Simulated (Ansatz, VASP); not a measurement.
Given: the input of a run of Ansatz 0.2.0 on Ca3Lu.

File input.yaml:

```yaml
crystal:
  lattice:
    - [5.361775, 0.0, 0.0]
    - [0.0, 5.361775, 0.0]
    - [0.0, 0.0, 5.361775]
  atoms:
    - { symbol: Lu, position: [0.486849, 0.501414, 0.499606] }
    - { symbol: Ca, position: [0.007779, 0.001602, 0.490639] }
    - { symbol: Ca, position: [-0.001635, 0.501113, -0.004084] }
    - { symbol: Ca, position: [0.507965, 0.010364, 0.001764] }
hamiltonian:
  xc: pbe
  pseudopotentials: { kind: paw }
kpoints:
  mp_grid: { grid: [5, 5, 5] }
scf:
  occupations: { method: fermi_dirac, width: 0.05 }
output:
  forces: true
  stress: true
  eigenvalues: true
```

Potentials or basis: Ansatz PAW.

Command:

```bash
$ ansatz run input.yaml --threads 2 --pin off --max-ram 5120MiB --backend cpu --events-out ev --progress --plain --runs-dir out
```

Problem. Translate it to VASP 6.6.1. Potentials there: VASP PAW PBE potentials, release 64 (Lu, Ca_sv).

Solution. As run (the cutoff follows the program's own potentials):

The input INCAR:

```
ALGO = Normal
EDIFF = 1E-7
ENCUT = 520
GGA = PE
ISIF = 2
ISMEAR = -1
LASPH = T
LCHARG = T
LELF = T
LREAL = F
LVHAR = T
LWAVE = F
NBANDS = 36
NELM = 80
PREC = Accurate
SIGMA = 0.05
```

KPOINTS

```
k-points
0
Gamma
  5 5 5
```

File POSCAR:

```
Ca3Lu
1.0
    5.3617750000      0.0000000000      0.0000000000
    0.0000000000      5.3617750000      0.0000000000
    0.0000000000      0.0000000000      5.3617750000
Lu Ca
1 3
Direct
    0.4868490000      0.5014140000      0.4996060000
    0.0077790000      0.0016020000      0.4906390000
   -0.0016350000      0.5011130000     -0.0040840000
    0.5079650000      0.0103640000      0.0017640000
```

Potentials or basis: VASP PAW PBE potentials, release 64 (Lu, Ca_sv).

Command:

```console
$ cat potpaw_PBE.64/Lu/POTCAR potpaw_PBE.64/Ca_sv/POTCAR > POTCAR
$ mpirun -np 1 vasp_std > vasp.out
```

Both were run:

|  | VASP | Ansatz | Ansatz less VASP |
| --- | --- | --- | --- |
| gap on the k mesh at the Fermi level (eV) | none | none | - |
| pressure (GPa) | 0.0 | 0.0 | -0.02 |
| rms of the force components (eV/Å) | 0.106 | 0.106 | -0.0004 |

Atom by atom the forces differ by 0.000 eV/Å (rms over components). A gap of «none» marks a metal or a gap that the smearing closes.

Spin-orbit coupling is left out, which matters for the levels of Lu.
